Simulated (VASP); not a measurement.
Here is the system:

```
Mg2Si
1.0
    0.00000     3.09613     3.24035
    3.13111     0.00000     3.24035
    3.13111     3.09613     0.00000
Mg Si
2 1
Cartesian
  1.56556   1.54807   1.62017
  4.69667   4.64420   4.86052
  0.07535   0.00000   0.00000
```

These are PBE GGA, VASP's PBE PAW potentials (set 64) (plane waves; VASP) values and carry that method's errors. Settings: 800 eV cut-off, 6×6×6 Γ-centred mesh, Gaussian smearing of 0.050 eV, potentials Mg Si_sv_GW.

Q: Estimate the energy per atom (σ→0), pressure.

A: 
```json
{
 "energy per atom (σ→0)": "-2.951 eV/atom",
 "pressure": "11.4 kbar"
}
```

Only differences to runs with the same potentials and settings are physical.

The compound is Mg2Si in the antifluorite structure. The cell was not relaxed at this level, atoms are displaced from their ideal sites. The run is one of a series of settings (ENCUT = 800, POTCAR Mg Si_sv_GW (PBE.64 set) against the base run), some of them coarse on purpose.
